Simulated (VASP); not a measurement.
The system is SiO2.

```
CELL_PARAMETERS angstrom
4.98200 0.00000 0.00000
0.00000 4.98200 0.00000
0.00000 0.00000 6.96300
ATOMIC_POSITIONS crystal
Si 0.29897 0.29897 0.00000
Si 0.20103 0.79897 0.25000
Si 0.70103 0.70103 0.50000
Si 0.79897 0.20103 0.75000
O 0.23989 0.10347 0.17813
O 0.39653 0.73989 0.42813
O 0.76011 0.89653 0.67813
O 0.60347 0.26011 0.92813
O 0.73989 0.39653 0.57187
O 0.89653 0.76011 0.32187
O 0.26011 0.60347 0.07187
O 0.10347 0.23989 0.82187
```

| Quantity | Value |
| --- | --- |
| Program | VASP 6.6.1 |
| Task | relaxation of cell and atoms |
| Functional | PBE |
| Potentials or basis | VASP PAW PBE potentials, release 64 (Si, O) |
| Cutoff | 600 eV |
| k mesh | 6 × 6 × 4 |
| Occupations | gaussian, width 0.02 eV |
| Spin | no spin polarisation |

At the start: pressure 6.2 GPa; volume 14.40 Å³/atom.

Q: How do energy, volume and symmetry change on relaxing?

A: Over 66 steps the energy falls by 10.4 meV/atom and the volume is 15.25 Å³/atom (+5.9 %); space group P4_12_12 (No. 92, to 0.05 Å).

The path:
| step | energy change (eV) | largest force (eV/Å) | pressure (GPa) | volume (Å³) |
| --- | --- | --- | --- | --- |
| 1 | 0.0000 | 0.4022 | 6.18 | 172.82 |
| 3 | -0.1179 | 0.1401 | 0.12 | 178.46 |
| 5 | -0.1095 | 0.3645 | -0.32 | 179.05 |
| 7 | -0.1201 | 0.0276 | 0.01 | 178.68 |
| 9 | -0.1209 | 0.0217 | 0.03 | 178.97 |
| 11 | -0.1212 | 0.0322 | 0.11 | 179.01 |
| 13 | -0.1216 | 0.0686 | 0.16 | 179.24 |
| 15 | -0.1221 | 0.0442 | 0.11 | 179.53 |
| 17 | -0.1225 | 0.0356 | 0.02 | 180.03 |
| 19 | -0.1229 | 0.0269 | 0.02 | 180.17 |
| 21 | -0.1236 | 0.0722 | 0.01 | 180.78 |
| 23 | -0.1239 | 0.0588 | 0.01 | 180.88 |
| 25 | -0.1242 | 0.0419 | -0.01 | 181.36 |
| 27 | -0.1243 | 0.0208 | 0.00 | 181.23 |
| 29 | -0.1245 | 0.0278 | 0.01 | 181.20 |
| 31 | -0.1245 | 0.0342 | 0.03 | 181.18 |
| 33 | -0.1246 | 0.0086 | 0.02 | 181.18 |
| 35 | -0.1247 | 0.0090 | 0.01 | 181.22 |
| 37 | -0.1247 | 0.0137 | -0.07 | 181.39 |
| 39 | -0.1247 | 0.0112 | -0.04 | 181.40 |
| 41 | -0.1247 | 0.0230 | 0.05 | 181.44 |
| 43 | -0.1248 | 0.0111 | 0.02 | 181.43 |
| 45 | -0.1248 | 0.0141 | 0.04 | 181.47 |
| 47 | -0.1249 | 0.0110 | 0.02 | 181.66 |
| 49 | -0.1249 | 0.0332 | -0.06 | 182.40 |
| 51 | -0.1251 | 0.0130 | -0.02 | 182.12 |
| 53 | -0.1251 | 0.0300 | -0.01 | 182.24 |
| 55 | -0.1251 | 0.0188 | 0.00 | 182.27 |
| 57 | -0.1252 | 0.0197 | 0.06 | 182.55 |
| 59 | -0.1253 | 0.0088 | 0.03 | 182.73 |
| 61 | -0.1253 | 0.0083 | 0.02 | 182.81 |
| 63 | -0.1253 | 0.0117 | -0.03 | 182.95 |
| 65 | -0.1254 | 0.0070 | -0.01 | 182.98 |
| 66 | -0.1254 | 0.0018 | 0.00 | 182.98 |

Final structure:
```
Si O
1.0
     5.07970    0.00000    0.00000
     0.00000    5.07970    0.00000
     0.00000    0.00000    7.09147
Si O
4 8
Direct
  0.29463 0.29463 0.00000
  0.20537 0.79463 0.25000
  0.70537 0.70537 0.50000
  0.79463 0.20537 0.75000
  0.24100 0.09454 0.17460
  0.40546 0.74100 0.42460
  0.75900 0.90546 0.67460
  0.59454 0.25900 0.92460
  0.74100 0.40546 0.57540
  0.90546 0.75900 0.32540
  0.25900 0.59454 0.07540
  0.09454 0.24100 0.82540
```
